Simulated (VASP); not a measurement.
Computed with PBEsol GGA, VASP's PBE PAW potentials (set 64) (plane waves; VASP).

The input files of a VASP run:

### POSCAR
```
ZrC(100) slab
1
    3.3035459326     0.0000000000     0.0000000000
    0.0000000000     3.3035459326     0.0000000000
    0.0000000000     0.0000000000    24.2542192476
Zr C
4 4
Direct
  0.0000000000   0.5000000000   0.3592974685
  0.5000000000   1.0000000000   0.4526140709
  0.0000000000   0.5000000000   0.5473859291
  0.5000000000   1.0000000000   0.6407025315
  0.0000000000   0.5000000000   0.4515649261
  0.5000000000   0.0000000000   0.3560132756
  0.0000000000   0.5000000000   0.6439867244
  0.5000000000   0.0000000000   0.5484350739
```

**KPOINTS**
```
Automatic mesh
0
Gamma
8 8 1
0 0 0
```

**INCAR**
```
ALGO = Normal
DIPOL = 0.5 0.5 0.5
EDIFF = 1E-6
ENCUT = 450
GGA = PS
IDIPOL = 3
ISMEAR = 1
LASPH = .TRUE.
LCHARG = .FALSE.
LDIPOL = .TRUE.
LMAXMIX = 4
LORBIT = 11
LREAL = .FALSE.
LVHAR = .TRUE.
LWAVE = .FALSE.
NELM = 100
NELMIN = 4
PREC = Normal
SIGMA = 0.1
SYSTEM = ZrC(100) slab
```

POTCAR, in this order: Zr_sv C (PBE.64 set). Program: vasp_std. Read from the step before: WAVECAR.

The resulting files:

**OSZICAR**
```
       N       E                     dE             d eps       ncg     rms          rms(c)
DAV:   1    -0.797981934601E+02   -0.79798E+02   -0.39170E-06  1062   0.107E-02    0.189E-03
DAV:   2    -0.797981931063E+02    0.35375E-06   -0.12690E-06   812   0.790E-03    0.553E-04
DAV:   3    -0.797981931016E+02    0.47530E-08   -0.34471E-07   648   0.325E-03    0.322E-04
DAV:   4    -0.797981931142E+02   -0.12618E-07   -0.82761E-08   624   0.152E-03
   1 F= -.79798193E+02 E0= -.79798018E+02  d E =-.526814E-03
```

File OUTCAR:
```
------------------------ aborting loop because EDIFF is reached ----------------------------------------
  FORCE on cell =-STRESS in cart. coord.  units (eV):
  Direction    XX          YY          ZZ          XY          YZ          ZX
  --------------------------------------------------------------------------------------
  Total       -3.6252917     -3.6252917     -0.0783805      0.0000000      0.0000000      0.0000000
  in kB      -21.9434819    -21.9434819     -0.4744286      0.0000000      0.0000000      0.0000000
  external PRESSURE =     -14.7871308 kB  Pullay stress =       0.0000000 kB
  volume of cell :      264.70
      direct lattice vectors                 reciprocal lattice vectors
     3.303545933  0.000000000  0.000000000     0.302705039  0.000000000  0.000000000
     0.000000000  3.303545933  0.000000000     0.000000000  0.302705039  0.000000000
     0.000000000  0.000000000 24.254219248     0.000000000  0.000000000  0.041229940
 POSITION                                       TOTAL-FORCE (eV/Angst)
 -----------------------------------------------------------------------------------
      0.00000      1.65177      8.71448        -0.000000      0.000000     -0.008328
      1.65177      0.00000     10.97780        -0.000000      0.000000     -0.002644
      0.00000      1.65177     13.27642         0.000000     -0.000000      0.002644
      1.65177      0.00000     15.53974         0.000000      0.000000      0.008328
      0.00000      1.65177     10.95235        -0.000000     -0.000000     -0.005554
      1.65177      0.00000      8.63482         0.000000     -0.000000      0.002895
      0.00000      1.65177     15.61940        -0.000000      0.000000     -0.002895
      1.65177      0.00000     13.30186         0.000000      0.000000      0.005554
 -----------------------------------------------------------------------------------
    total drift:                                0.000000      0.000000      0.000000
  FREE ENERGIE OF THE ION-ELECTRON SYSTEM (eV)
  ---------------------------------------------------
  free  energy   TOTEN  =       -79.7981931142 eV

  energy  without entropy=      -79.7976663007  energy(sigma->0) =      -79.79801751

 total charge

# of ion       s       p       d       tot
------------------------------------------
    1        2.178   6.022   1.649   9.849
    2        2.183   6.049   1.661   9.893
    3        2.183   6.049   1.661   9.893
    4        2.178   6.022   1.649   9.849
    5        0.882   1.496   0.000   2.378
    6        0.890   1.415   0.000   2.305
    7        0.890   1.415   0.000   2.305
    8        0.882   1.496   0.000   2.378
--------------------------------------------------
tot         12.267  29.964   6.620  48.851
```
(Selected blocks of OUTCAR.)

At this cut-off the stress carries a Pulay error, which pulls relaxed volumes low.

The cell is a thin slab with vacuum, built from ZrC (rock salt): (100) face.
